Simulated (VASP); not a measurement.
Data:

```
Ni
1.0
    0.00000     1.76000     1.76000
    1.76000     0.00000     1.76000
    1.76000     1.76000     0.00000
Ni
1
Cartesian
  0.00000   0.00000   0.00000
```
Starting moments (μB, in the order of the record's atoms Ni): 0.8.

These are PBE GGA, VASP's PBE PAW potentials (set 64) (plane waves; VASP) values and carry that method's errors. Run with 400 eV cut-off, 11×11×11 Γ-centred mesh, first-order Methfessel-Paxton smearing of 0.10 eV, potentials Ni.

Problem. Give the stress tensor in GPa (positive for a compressed cell).

Solution. 
```
-1.45   0.00   0.00
 0.00  -1.45   0.00
 0.00   0.00  -1.45
```
The pressure is its mean diagonal, -1.45 GPa.

The compound is Ni in the fcc structure. The cell was not relaxed at this level. The run is one of a series of settings (KPOINTS 11×11×11 Γ-centred mesh against the base run), some of them coarse on purpose.
